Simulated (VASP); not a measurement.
Here is the system:

```xyz
8
Lattice="4.1717 0.0000 0.0000 0.0000 4.1717 0.0000 0.0000 0.0000 4.1717" Properties=species:S:1:pos:R:3 pbc="T T T"
V      0.0000     0.0000     0.0000
V      2.0858     2.0858     0.0000
V      2.0858     0.0000     2.0858
N      2.0858     2.0858     2.0858
N      0.0000     0.0000     2.0858
N      0.0000     2.0858     0.0000
N      2.0858     0.0000     0.0000
Nb     0.0000     2.0858     2.0858
```

Calculation: PBEsol GGA, VASP's PBE PAW potentials (set 64) (plane waves; VASP 6.6.1). Settings: 520 eV cut-off, Gaussian smearing of 0.050 eV, potentials V_sv N Nb_sv.

Question: Predict the band gap (along the path) with the smallest direct gap where there is one.

Answer: 
| Item | Value |
|---|---|
| band gap (along the path) | none (metal, semimetal or under 0.01 eV) |

Total energies compare only between runs with the same potentials, cut-off and functional.

The structure was generated: NbV3N4 was put into an ordered model structure (Pm-3m), which need not be its known phase. It was relaxed first. The run is not spin-polarised, so no magnetic state was tried.
